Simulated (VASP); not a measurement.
Input of a VASP 6.6.1 run:

Contents of INCAR:

```
ALGO = Normal ; EDIFF = 1E-6
EDIFFG = -0.01 ; ENCUT = 600
GGA = PE ; IBRION = 2
ISIF = 3 ; ISMEAR = 0
IVDW = 12 ; KPAR = 4
LASPH = True ; LCHARG = False
LREAL = False ; LWAVE = False
NELM = 80 ; NSW = 90
PREC = Accurate ; SIGMA = 0.03
```

File KPOINTS:

```
k-points
0
Gamma
  12 12 3
```

POSCAR

```
MoS2
1.0
    3.1690000000      0.0000000000      0.0000000000
   -1.5845000000      2.7444345046      0.0000000000
    0.0000000000      0.0000000000     12.3240000000
Mo S
2 4
Direct
    0.3333333333      0.6666666667      0.2500000000
    0.6666666667      0.3333333333      0.7500000000
    0.3333333333      0.6666666667      0.6230000000
    0.6666666667      0.3333333333      0.1230000000
    0.3333333333      0.6666666667      0.8770000000
    0.6666666667      0.3333333333      0.3770000000
```

Potentials or basis: VASP PAW PBE potentials, release 64 (Mo_sv, S).

Launch:

```bash
$ cat potpaw_PBE.64/Mo_sv/POTCAR potpaw_PBE.64/S/POTCAR > POTCAR
$ mpirun -np 4 vasp_std > vasp.out
```

Q: Estimate the dispersion energy per atom.

A: -0.438 eV.

Q: Estimate the relaxed cell.

A: a = 3.149 Å, b = 3.149 Å, c = 12.089 Å, α = 90.00°, β = 90.00°, γ = 120.00°.

Q: What does it give for the band gap on the k mesh?

A: 0.80 eV, indirect (least direct gap 1.71 eV).

Step by step:
| step | energy change (eV) | largest force (eV/Å) | pressure (GPa) | volume (Å³) |
| --- | --- | --- | --- | --- |
| 1 | 0.0000 | 0.0753 | -2.05 | 107.18 |
| 2 | 0.0163 | 0.5260 | 3.47 | 103.67 |
| 3 | -0.0088 | 0.1417 | -0.09 | 105.86 |
| 4 | -0.0114 | 0.0580 | -0.06 | 105.44 |
| 5 | -0.0115 | 0.0366 | -0.07 | 105.33 |
| 6 | -0.0130 | 0.0355 | -0.03 | 105.08 |
| 7 | -0.0160 | 0.0313 | 0.07 | 104.31 |
| 8 | -0.0149 | 0.0206 | 0.41 | 102.76 |
| 9 | -0.0168 | 0.0313 | 0.21 | 103.72 |
| 10 | -0.0145 | 0.1359 | -1.02 | 104.15 |
| 11 | -0.0169 | 0.0015 | -0.01 | 103.80 |

Caveat: an odd mesh through Γ misses points on the zone boundary, where band edges often lie.
